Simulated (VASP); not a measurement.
A convergence study with VASP on Hf (hcp): one setting is varied, all else stays as given below, so the limit is that of these other settings.

```
Hf
1.0
    1.59500    -2.76262     0.00000
    1.59500     2.76262     0.00000
    0.00000     0.00000     5.05000
Hf
2
Direct
  0.33333   0.66667   0.25000
  0.66667   0.33333   0.75000
```

Calculation: PBE GGA, VASP's PBE PAW potentials (set 64) (plane waves; VASP). The tightest run used: 550 eV cut-off, 23×23×12 Γ-centred mesh, tetrahedra with Blöchl corrections, potentials Hf_pv.

```tsv
setting	E (eV/atom)	pressure (GPa)	irreducible k-points
3×3×2 mesh	-9.9029	0.28	6
4×4×2 mesh	-9.8973	0.49	8
5×5×3 mesh	-9.9306	0.45	10
6×6×3 mesh	-9.9020	1.22	14
7×7×4 mesh	-9.9216	0.83	24
8×8×4 mesh	-9.9272	0.75	30
9×9×5 mesh	-9.9235	0.91	36
```

Q: These are the cheaper rows. Estimate the results at 23×23×12 mesh, and how far the last row shown lies from them.

A: 
```csv
quantity,tightest run,last row shown is off by
E (eV/atom),-9.9248,0.0013
pressure (GPa),0.94,-0.03
```

Left out are rungs that failed or repeat a setting and relaxations that didn't move; long series are thinned to 24 rows.

The compound is Hf in the hcp structure. The cell was not relaxed at this level.
